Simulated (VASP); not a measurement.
Crystal: Ti3P2.

```
Ti P
1.0
     4.63086    0.00000    0.00000
     0.00000    4.63086    0.00000
     0.00000    0.00000    4.63086
Ti P
3 2
Direct
  0.00000 0.50000 0.50000
  0.50000 0.00000 0.50000
  0.50000 0.50000 0.00000
  0.00000 0.00000 0.00000
  0.50000 0.50000 0.50000
```

The cell was built by a generator and needn't be a form met in nature.

The cell isn't the ideal one: random cell by space group and Wyckoff sites (Pm-3m, No. 221).

* Program: VASP 6.6.1
* Task: relaxation of cell and atoms
* Functional: PBE
* Potentials or basis: VASP PAW PBE potentials, release 64 (Ti_sv, P)
* Cutoff: 600 eV
* k mesh: 4 × 4 × 4
* Occupations: gaussian, width 0.1 eV
* Spin: no spin polarisation

At the start: pressure -7.2 GPa; volume 19.86 Å³/atom.

Problem. Where does the relaxation end?

Solution. Over 3 steps the energy falls by 39.7 meV/atom and the volume is 18.22 Å³/atom (-8.3 %); space group Pm-3m (No. 221, to 0.05 Å).

The path:
```csv
step,energy change (eV),largest force (eV/Å),pressure (GPa),volume (Å³)
1,0.0000,0.0000,-7.22,99.31
2,-0.1387,0.0000,4.89,86.99
3,-0.1985,0.0000,0.00,91.08
```

Final structure:
```xyz
5
Lattice="4.4993 0.0000 0.0000 0.0000 4.4993 0.0000 0.0000 0.0000 4.4993" Properties=species:S:1:pos:R:3 pbc="T T T"
Ti    0.0000    2.2496    2.2496
Ti    2.2496    0.0000    2.2496
Ti    2.2496    2.2496    0.0000
P     0.0000    0.0000    0.0000
P     2.2496    2.2496    2.2496
```
